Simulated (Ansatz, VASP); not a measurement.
## One calculation of Rb3Ag, two programs

Contents of INCAR:

```
SYSTEM = Rb3Ag
PREC = Accurate
ENCUT = 520
EDIFF = 1E-7
ISMEAR = 0
SIGMA = 0.1
LREAL = .False.
LASPH = .True.
NELM = 100
ALGO = Normal
ISIF = 2
LWAVE = .False.
LCHARG = .False.
GGA = PE
NBANDS = 27
```

KPOINTS

```
regular mesh
0
Gamma
  4 4 4
  0 0 0
```

The input POSCAR:

```
Rb3Ag
1.0
    6.1361480000      0.0000000000      0.0000000000
    0.0000000000      6.1361480000      0.0000000000
    0.0000000000      0.0000000000      6.1361480000
Rb Ag
3 1
Direct
    0.0000000000      0.5000000000      0.5000000000
    0.5000000000      0.0000000000      0.5000000000
    0.5000000000      0.5000000000      0.0000000000
    0.0000000000      0.0000000000      0.0000000000
```

Input for Ansatz:

```yaml
crystal:
  lattice:
    - [6.136148, 0.0, 0.0]
    - [0.0, 6.136148, 0.0]
    - [0.0, 0.0, 6.136148]
  atoms:
    - { symbol: Rb, position: [0.0, 0.5, 0.5] }
    - { symbol: Rb, position: [0.5, 0.0, 0.5] }
    - { symbol: Rb, position: [0.5, 0.5, 0.0] }
    - { symbol: Ag, position: [0.0, 0.0, 0.0] }
basis:
  ecutwfc: 420
kpoints:
  mp_grid: { grid: [4, 4, 4] }
hamiltonian:
  xc: pbe
scf:
  occupations: { method: gaussian, width: 0.1 }
  lower_state_search: "off"
output:
  forces: true
  stress: true
  eigenvalues: true
```

Alike in both runs: task single point; functional PBE; k mesh 4 × 4 × 4; occupations gaussian, width 0.1 eV; no spin polarisation.

|  | VASP | Ansatz |
| --- | --- | --- |
| version | VASP 6.6.1 | Ansatz 0.2.0 |
| potentials or method | VASP PAW PBE potentials, release 64 (Rb_sv, Ag) | scalar-relativistic, plane waves, PAW |
| plane-wave cutoff (eV) | 520 | 420 |
| valence electrons in the cell | 38 | 46 |

|  | VASP | Ansatz | Ansatz less VASP |
| --- | --- | --- | --- |
| gap on the k mesh at the Fermi level (eV) | none | none | - |
| pressure (GPa) | 0.0 | 0.0 | 0.00 |

A gap of «none» marks a metal or a gap that the smearing closes. The two sets of potentials don't hold the same shells in valence.
